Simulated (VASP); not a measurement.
Output of a VASP run:

OSZICAR:
```
       N       E                     dE             d eps       ncg     rms          rms(c)
DAV:   1     0.377174112699E+03    0.37717E+03   -0.25865E+04  1144   0.128E+03
DAV:   2    -0.272631558514E+02   -0.40444E+03   -0.39519E+03  1274   0.352E+02
DAV:   3    -0.471035902322E+02   -0.19840E+02   -0.19723E+02  1267   0.679E+01
DAV:   4    -0.475191274000E+02   -0.41554E+00   -0.41414E+00  1220   0.983E+00
DAV:   5    -0.475299031179E+02   -0.10776E-01   -0.10771E-01  1278   0.148E+00    0.321E+01
DAV:   6    -0.456742714762E+02    0.18556E+01   -0.17878E+01  1089   0.228E+01    0.101E+01
DAV:   7    -0.453385812448E+02    0.33569E+00   -0.92195E+00  1090   0.146E+01    0.774E+00
DAV:   8    -0.449958088299E+02    0.34277E+00   -0.15387E+00  1282   0.670E+00    0.270E+00
DAV:   9    -0.450003044763E+02   -0.44956E-02   -0.15964E-01  1306   0.191E+00    0.122E+00
DAV:  10    -0.449941563137E+02    0.61482E-02   -0.58433E-02  1246   0.137E+00    0.379E-01
DAV:  11    -0.449938825050E+02    0.27381E-03   -0.24001E-03  1237   0.276E-01    0.208E-01
DAV:  12    -0.449937247180E+02    0.15779E-03   -0.77597E-04  1317   0.140E-01    0.852E-02
DAV:  13    -0.449937338705E+02   -0.91525E-05   -0.14341E-04  1270   0.611E-02    0.112E-02
DAV:  14    -0.449937375177E+02   -0.36472E-05   -0.65672E-06  1101   0.134E-02    0.944E-03
DAV:  15    -0.449937385560E+02   -0.10383E-05   -0.11995E-06   815   0.561E-03    0.336E-03
DAV:  16    -0.449937385840E+02   -0.27992E-07   -0.60734E-07   798   0.518E-03
   1 F= -.44993739E+02 E0= -.44993739E+02  d E =-.449937E+02
```

OUTCAR:
```
------------------------ aborting loop because EDIFF is reached ----------------------------------------
  FORCE on cell =-STRESS in cart. coord.  units (eV):
  Direction    XX          YY          ZZ          XY          YZ          ZX
  --------------------------------------------------------------------------------------
  Total        0.0409776      0.0409776     -0.0335777      0.0000000     -0.0000000      0.0000000
  in kB        0.5618348      0.5618347     -0.4603758      0.0000000     -0.0000000      0.0000000
  external PRESSURE =       0.2210979 kB  Pullay stress =       0.0000000 kB
  volume of cell :      116.86
      direct lattice vectors                 reciprocal lattice vectors
     3.204115183  0.000000000  0.000000000     0.312098643  0.180190253  0.000000000
    -1.602057592  2.774844872  0.000000000     0.000000000  0.360380506  0.000000000
     0.000000000  0.000000000 13.143212851     0.000000000  0.000000000  0.076084897
 POSITION                                       TOTAL-FORCE (eV/Angst)
 -----------------------------------------------------------------------------------
      0.00000      0.00000      3.41413        -0.000000     -0.000000      0.018860
      0.00000      0.00000      9.72908        -0.000000      0.000000     -0.018860
      1.60206      0.92495     11.42898        -0.000000      0.000000      0.002704
     -0.00000      1.84990      1.71424         0.000000     -0.000000     -0.002704
     -0.00000      1.84990      4.93848        -0.000000      0.000000      0.006372
      1.60206      0.92495      8.20474         0.000000      0.000000     -0.006372
 -----------------------------------------------------------------------------------
    total drift:                                0.000000     -0.000000      0.000000
  FREE ENERGIE OF THE ION-ELECTRON SYSTEM (eV)
  ---------------------------------------------------
  free  energy   TOTEN  =       -44.9937385840 eV

  energy  without entropy=      -44.9937385840  energy(sigma->0) =      -44.99373858

 reached required accuracy - stopping structural energy minimisation
```
(Selected blocks of OUTCAR.)

**POSCAR**
```
MoSeS
1
    3.2041151835     0.0000000000    -0.0000000000
   -1.6020575917     2.7748448722    -0.0000000000
   -0.0000000000    -0.0000000000    13.1432128511
Mo Se S
2 2 2
Direct
  0.0000000000   0.0000000000   0.2597638846
  0.0000000000   0.0000000000   0.7402361154
  0.6666670000   0.3333330000   0.8695723942
  0.3333330000   0.6666670000   0.1304276058
  0.3333330000   0.6666670000   0.3757433842
  0.6666670000   0.3333330000   0.6242566158
```

Write an INCAR and KPOINTS that could have produced this output.

This is not unique; one that fits is the input of the run itself, PBEsol GGA, plane waves, VASP's PBE PAW potentials (set 64).

INCAR:
```
ALGO = Normal
EDIFF = 1E-6
EDIFFG = -0.02
ENCUT = 400
GGA = PS
IBRION = 2
ISIF = 3
ISMEAR = 0
LASPH = .TRUE.
LCHARG = .FALSE.
LMAXMIX = 4
LREAL = .FALSE.
LWAVE = .FALSE.
NELM = 100
NSW = 60
PREC = Accurate
SIGMA = 0.05
SYSTEM = MoSeS
```

### KPOINTS
```
Automatic mesh
0
Gamma
7 7 2
0 0 0
```

POTCAR, in this order: Mo_sv Se S (PBE.64 set). Program: vasp_std.

Without a dispersion term in the relaxation, distances and binding between the weakly bound layers, chains or molecules are unreliable, and so is what depends on them.

The structure comes from a computed database's MoSeS entry (P-3m1); how it stands against other phases isn't given here. It was relaxed first, which changed the volume by -6 %. The start is the result of an earlier pass.
